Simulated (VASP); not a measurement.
# Mg6MnSi (Amm2) in VASP: reference runs

Aim: a first look at Mg6MnSi with PBE, on the cell as given and on a disturbed one.

Everything below comes from runs of VASP 6.6.1. Logs are shortened: lines on timing, memory, paths and dates and some standing lists are left out, and cuts for length are marked.

## 1. Starting point

Symmetry: Amm2, No. 38, orthorhombic system. Conventional cell: a = 4.789 Å, b = 6.189 Å, c = 10.609 Å, α = 90.00°, β = 90.00°, γ = 90.00°. Around Mn (site symmetry mm2) lie 2 Si at 2.83 Å and 10 Mg at 2.93 to 3.21 Å. Si (site symmetry mm2) is surrounded by 2 Mn at 2.83 Å and 8 Mg at 2.86 to 3.10 Å. Mg (site symmetry mm2) has 10 Mg at 2.98 to 3.09 Å and 2 Si at 3.10 Å as nearest neighbours. Mg (site symmetry m) has 2 Si at 2.86 to 3.28 Å and 2 Mn at 2.97 Å and 8 Mg at 2.99 to 3.20 Å as nearest neighbours. Around Mg (site symmetry mm2) lie 10 Mg at 2.98 to 3.07 Å and 2 Mn at 3.10 Å. Mg (site symmetry m) has 2 Mn at 2.93 to 3.21 Å and 8 Mg at 2.99 to 3.16 Å and 2 Si at 3.01 Å as nearest neighbours.

The cell comes from a database or a generator and needn't be the stable form of this composition.

## 2. Single point, PBE, collinear spin, ferromagnetic start

Contents of INCAR:

```
ALGO     = Normal         # electronic algorithm
EDIFF    = 1E-7           # SCF threshold, eV
ENCUT    = 520            # plane-wave cutoff, eV
GGA      = PE             # functional
ISIF     = 2              # what is computed and relaxed
ISMEAR   = -1             # smearing method
ISPIN    = 2              # spin polarisation
LASPH    = True           # aspherical terms in the spheres
LCHARG   = False          # write CHGCAR
LMAXMIX  = 4              # l up to which the mixer works
LORBIT   = 11             # projections on sites
LREAL    = False          # projectors in reciprocal space
LWAVE    = False          # write WAVECAR
MAGMOM   = 4 0 0 0 0 0 0 0 # initial moments
NBANDS   = 28             # bands
NELM     = 120            # most SCF steps
PREC     = Accurate       # precision mode
SIGMA    = 0.05           # smearing width, eV
```

Contents of KPOINTS:

```
k-points
0
Gamma
  6 5 5
```

Contents of POSCAR:

```
Mg6MnSi
1.0
    4.7886250000      0.0000000000      0.0000000000
    0.0000000000      3.0947430000      5.3043015000
    0.0000000000     -3.0947430000      5.3043015000
Mn Si Mg
1 1 6
Direct
    0.0000000000      0.8225860000      0.8225860000
    0.5000000000      0.6812450000      0.6812450000
    0.5000000000      0.1667360000      0.1667360000
    0.5000000000      0.6699020000      0.1525760000
    0.5000000000      0.1525760000      0.6699020000
    0.0000000000      0.3342300000      0.3342300000
    0.0000000000      0.8310730000      0.3416530000
    0.0000000000      0.3416530000      0.8310730000
```

Potentials or basis: VASP PAW PBE potentials, release 64 (Mn_pv, Si, Mg).

Started as:

```console
cat potpaw_PBE.64/Mn_pv/POTCAR potpaw_PBE.64/Si/POTCAR potpaw_PBE.64/Mg/POTCAR > POTCAR
mpirun -np 1 vasp_std > vasp.out
```

OUTCAR:

```text
EDIFF = 1E-7
   ENCUT = 520
   GGA = PE
   ISIF = 2
   ISMEAR = -1
   ISPIN = 2
   LASPH = True
   LORBIT = 11
   LREAL = False
   NELM = 120
   PREC = Accurate

 ion  position               nearest neighbor table
   1  0.000  0.823  0.823-   2 2.83   2 2.83   8 2.93   7 2.93   5 2.97   4 2.97   4 2.97   5 2.97
                             6 3.10   6 3.10   8 3.21   7 3.21
   2  0.500  0.681  0.681-   1 2.83   1 2.83   5 2.86   4 2.86   8 3.01   7 3.01   7 3.01   8 3.01
                             3 3.10   3 3.10   5 3.28   4 3.28
   3  0.500  0.167  0.167-   6 2.98   6 2.98   8 2.99   7 2.99   7 2.99   8 2.99   4 3.05   5 3.05
                             4 3.09   5 3.09   2 3.10   2 3.10
   4  0.500  0.670  0.153-   2 2.86   1 2.97   1 2.97   5 2.99   6 2.99   6 2.99   7 3.03   7 3.03
                             3 3.05   3 3.09   5 3.20   2 3.28
   5  0.500  0.153  0.670-   2 2.86   1 2.97   1 2.97   4 2.99   6 2.99   6 2.99   8 3.03   8 3.03
                             3 3.05   3 3.09   4 3.20   2 3.28
   6  0.000  0.334  0.334-   3 2.98   3 2.98   5 2.99   4 2.99   4 2.99   5 2.99   7 3.07   8 3.07
                             8 3.07   7 3.07   1 3.10   1 3.10
   7  0.000  0.831  0.342-   1 2.93   3 2.99   3 2.99   2 3.01   2 3.01   8 3.03   4 3.03   4 3.03
                             6 3.07   6 3.07   8 3.16   1 3.21
   8  0.000  0.342  0.831-   1 2.93   3 2.99   3 2.99   2 3.01   2 3.01   7 3.03   5 3.03   5 3.03
                             6 3.07   6 3.07   7 3.16   1 3.21

  LATTYP: Found a base centered orthorhombic cell.
 ALAT       =     6.1894860000
 B/A-ratio  =     1.7139715640
 C/A-ratio  =     0.7736708670

  Lattice vectors:

 A1 = (   0.0000000000,   3.0947430000,  -5.3043015000)
 A2 = (   0.0000000000,   3.0947430000,   5.3043015000)
 A3 = (   4.7886250000,   0.0000000000,   0.0000000000)

Analysis of symmetry for initial positions (statically):
=====================================================================
 Subroutine PRICEL returns:
 Original cell was already a primitive cell.

 Routine SETGRP: Setting up the symmetry group for a
 base centered orthorhombic supercell.

 Subroutine GETGRP returns: Found  4 space group operations
 (whereof  4 operations were pure point group operations)
 out of a pool of  8 trial point group operations.

The static configuration has the point symmetry C_2v.

Analysis of symmetry for dynamics (positions and initial velocities):
=====================================================================
 Subroutine PRICEL returns:
 Original cell was already a primitive cell.

 Routine SETGRP: Setting up the symmetry group for a
 base centered orthorhombic supercell.

 Subroutine GETGRP returns: Found  4 space group operations
 (whereof  4 operations were pure point group operations)
 out of a pool of  8 trial point group operations.

The dynamic configuration has the point symmetry C_2v.

Analysis of structural, dynamic, and magnetic symmetry:
=====================================================================
 Subroutine PRICEL returns:
 Original cell was already a primitive cell.

 Routine SETGRP: Setting up the symmetry group for a
 base centered orthorhombic supercell.

 Subroutine GETGRP returns: Found  4 space group operations
 (whereof  4 operations were pure point group operations)
 out of a pool of  8 trial point group operations.

The overall configuration has the point symmetry C_2v.

 Subroutine INISYM returns: Found  4 space group operations
 (whereof  4 operations are pure point group operations),
 and found     1 'primitive' translations

----------------------------------------------------------------------------------------

                                     Primitive cell

  volume of cell :     157.2149

  direct lattice vectors                    reciprocal lattice vectors
     4.788625000  0.000000000  0.000000000     0.208828213  0.000000000  0.000000000
     0.000000000  3.094743000  5.304301500     0.000000000  0.161564304  0.094263118
     0.000000000 -3.094743000  5.304301500     0.000000000 -0.161564304  0.094263118

  length of vectors
     4.788625000  6.141095068  6.141095068     0.208828213  0.187052292  0.187052292

  position of ions in fractional coordinates (direct lattice)
[... 78 lines left out ...]
   ions per type =               1   1   6
   NGX,Y,Z   is equivalent  to a cutoff of  12.50, 12.99, 12.99 a.u.
   NGXF,Y,Z  is equivalent  to a cutoff of  25.00, 25.99, 25.99 a.u.
 SYSTEM =  unknown system
   PREC   = accura    normal or accurate (medium, high low for compatibility)
   ISTART =      0    job   : 0-new  1-cont  2-samecut
   ICHARG =      2    charge: 1-file 2-atom 10-const
   ISPIN  =      2    spin polarized calculation?
   LNONCOLLINEAR =      F non collinear calculations
   LSORBIT =      F    spin-orbit coupling
   LASPH  =      T    aspherical Exc in radial PAW
   ENCUT  =  520.0 eV  38.22 Ry    6.18 a.u.   8.90 11.42 11.42*2*pi/ulx,y,z
   NELM   =    120;   NELMIN=  2; NELMDL= -5     # of ELM steps
   EDIFF  = 0.1E-06   stopping-criterion for ELM
   LREAL  =      F    real-space projection
   EDIFFG = 0.1E-05   stopping-criterion for IOM
   NSW    =      0    number of steps for IOM
   IBRION =     -1    ionic relax: 0-MD 1-quasi-New 2-CG
   NFREE  =      0    steps in history (QN), initial steepest desc. (CG)
   ISIF   =      2    stress and relaxation
   ISYM   =      2    0-nonsym 1-usesym 2-fastsym
   POTIM  = 0.5000    time-step for ionic-motion
   TEBEG  =    0.0;   TEEND  =   0.0 temperature during run
   PSTRESS=    0.0 pullay stress
   NELECT =      29.0000    total number of electrons
   NUPDOWN=      -1.0000    fix difference up-down
   EMIN   =  10.00;   EMAX   =-10.00  energy-range for DOS
   EFERMI =   0.00;   METHOD = LEGACY
   ISMEAR =    -1;   SIGMA  =   0.05  broadening in eV -4-tet -1-fermi 0-gaus
   EFERMI_NEDOS =   21; number of points for ismear=-14 and -15
   IALGO  =     38    algorithm
   IMIX   =      4    mixing-type and parameters
     AMIX     =   0.40;   BMIX     =  1.00
     AMIX_MAG =   1.60;   BMIX_MAG =  1.00
  volume/ion in A,a.u.               =      19.65       132.62
  Fermi-wavevector in a.u.,A,eV,Ry     =   0.931915  1.761064 11.816191  0.868466
  Thomas-Fermi vector in A             =   2.058458
   LORBIT       =     11    0 simple, 1 ext, 2 COOP (PROOUT), +10 PAW based schemes
   GGA     = PE    functional components
   LHFCALC =     F    Hartree Fock is set to
   AEXX    =    0.0000 exact exchange contribution
   IVDW    =     0    specifies the selected vdW correction
   LEPSILON=     F    determine dielectric tensor
   LRPA    =     F    only Hartree local field effects (RPA)
 spin polarized calculation
  energy-cutoff  :      520.00
  volume of cell :      157.21
 maximum number of plane-waves:      4269
 NGX is ok and might be reduce to    36
   NGX = 17   NGY = 23   NGZ = 23

 number of electron      29.0000017 magnetization       3.3340141

 Free energy of the ion-electron system (eV)
  ---------------------------------------------------
  ext. energy  EPLUGINS =         0.00000000
  ---------------------------------------------------
  free energy    TOTEN  =       -22.58237085 eV

  energy without entropy =      -22.55363006  energy(sigma->0) =      -22.56800045

 E-fermi :   4.0170     XC(G=0):  -9.2937

 val. band max:        4.0112943896   @ k =   0.5000   0.4000   0.4000
 cond. band min:       4.0210182174   @ k =   0.1667   0.4000   0.4000
 fundamental gap:      0.0097238278
 Fermi energy:         4.0170488444

 spin component 1

 k-point     1 :       0.0000    0.0000    0.0000
  band No.  band energies     occupation
      1     -45.8691      1.00000
      2     -45.7985      1.00000
      3     -45.7630      1.00000
      4      -4.8065      1.00000
      5      -0.9149      1.00000
      6       0.2022      1.00000
[... 685 lines left out ...]
     25       9.2828      0.00000
     26       9.3302      0.00000

 [... further k-points ...]

 spin component 2

 k-point     1 :       0.0000    0.0000    0.0000
  band No.  band energies     occupation
      1     -42.1873      1.00000
      2     -42.1354      1.00000
      3     -42.1169      1.00000
      4      -4.8143      1.00000
      5      -0.9021      1.00000
      6       0.5858      1.00000
[... 685 lines left out ...]
     25       9.3303      0.00000
     26       9.3836      0.00000

 [... further k-points ...]

 [bands above 26 left out]

------------------------ aborting loop because EDIFF is reached ----------------------------------------

  FORCE on cell =-STRESS in cart. coord.  units (eV):
  Direction    XX          YY          ZZ          XY          YZ          ZX
  --------------------------------------------------------------------------------------
  -------------------------------------------------------------------------------------
  Total       -0.2707102      0.0601442      0.1808871      0.0000000      0.0000000      0.0000000
  in kB       -2.7588091      0.6129294      1.8434208      0.0000000      0.0000000      0.0000000
  external PRESSURE =      -0.1008196 kB  Pullay stress =       0.0000000 kB

 VOLUME and BASIS-vectors are now :
 -----------------------------------------------------------------------------
  energy-cutoff  :      520.00
  volume of cell :      157.21
      direct lattice vectors                 reciprocal lattice vectors
     4.788625000  0.000000000  0.000000000     0.208828213  0.000000000  0.000000000
     0.000000000  3.094743000  5.304301500     0.000000000  0.161564304  0.094263118
     0.000000000 -3.094743000  5.304301500     0.000000000 -0.161564304  0.094263118

 POSITION                                       TOTAL-FORCE (eV/Angst)
 -----------------------------------------------------------------------------------
      0.00000      0.00000      8.72649         0.000000      0.000000      0.008502
      2.39431      0.00000      7.22706         0.000000      0.000000     -0.037688
      2.39431      0.00000      1.76884         0.000000      0.000000      0.031062
      2.39431      1.60099      4.36267         0.000000     -0.039435      0.023533
      2.39431     -1.60099      4.36267         0.000000      0.039435      0.023533
      0.00000      0.00000      3.54571         0.000000      0.000000     -0.000045
      0.00000      1.51463      6.22049         0.000000      0.021325     -0.024448
      0.00000     -1.51463      6.22049         0.000000     -0.021325     -0.024448
 -----------------------------------------------------------------------------------
    total drift:                                0.000000      0.000000      0.000320

  FREE ENERGIE OF THE ION-ELECTRON SYSTEM (eV)
  ---------------------------------------------------
  free  energy   TOTEN  =       -22.5823708527 eV

  energy  without entropy=      -22.5536300554  energy(sigma->0) =      -22.56800045

 total charge

# of ion       s       p       d       tot
------------------------------------------
    1        0.281   6.165   4.985  11.431
    2        0.803   0.759   0.000   1.562
    3        0.217   0.141   0.018   0.375
    4        0.207   0.143   0.018   0.369
    5        0.207   0.143   0.018   0.369
    6        0.212   0.161   0.014   0.387
    7        0.202   0.141   0.018   0.362
    8        0.202   0.141   0.018   0.362
--------------------------------------------------
tot          2.331   7.795   5.090  15.216

 magnetization (x)

# of ion       s       p       d       tot
------------------------------------------
    1        0.038   0.030   3.436   3.505
    2        0.005  -0.036   0.000  -0.031
    3        0.005   0.003  -0.001   0.006
    4       -0.012  -0.005  -0.001  -0.017
    5       -0.012  -0.005  -0.001  -0.017
    6       -0.008  -0.009  -0.000  -0.018
    7       -0.008  -0.005  -0.001  -0.013
    8       -0.008  -0.005  -0.001  -0.013
--------------------------------------------------
tot          0.001  -0.032   3.432   3.401
```

Run time: 4.2 min. Hardware: 1 thread of Intel Xeon 6975P-C (Granite Rapids), shared host; peak memory 0.48 GiB.

What came out:

```yaml
Free_energy: -22.5824 eV
Pressure: 0.0 GPa
Largest_force: 0.046 eV/Å
Band_gap_on_the_k_mesh: none (metal or under the smearing width)
Net_moment: 3.33 μB per cell
Site_moments: Mn +3.50; Si -0.03; Mg +0.01, -0.02, -0.01 μB
Valence_electrons_inside_the_program's_atomic_spheres: Mn 11.43; Si 1.56; Mg 0.38, 0.37, 0.39, 0.36
```

Forces in eV/Å, atoms in the order of the input:
```
Mn   0.000  0.000  0.009
Si   0.000  0.000 -0.038
Mg   0.000  0.000  0.031
Mg   0.000 -0.039  0.024
Mg   0.000  0.039  0.024
Mg   0.000  0.000  0.000
Mg   0.000  0.021 -0.024
Mg   0.000 -0.021 -0.024
```

Stress tensor (GPa, compression positive):
```
-0.28  0.00  0.00
 0.00  0.06  0.00
 0.00  0.00  0.18
```

Levels at points of the mesh, in eV from the Fermi level:
Spin up:
```csv
k point,band 12,band 13,band 14,band 15,band 16,band 17,band 18,band 19,band 20,band 21
"(0.00, 0.00, 0.00)",-2.39,-2.07,-1.93,-1.55,-1.50,-0.45,1.77,2.82,3.17,3.18
"(0.50, 0.00, 0.00)",-2.06,-2.01,-1.60,-1.10,-0.89,-0.82,-0.29,-0.09,0.37,0.53
```
Spin down:
```tsv
k point	band 10	band 11	band 12	band 13	band 14	band 15	band 16	band 17
(0.00, 0.00, 0.00)	-2.27	-2.25	-1.10	-0.26	0.22	0.84	0.85	1.46
(0.50, 0.00, 0.00)	-1.29	-1.10	-1.09	-0.93	-0.88	-0.75	-0.40	-0.19
```

(Part 1 of 2 ends here.)
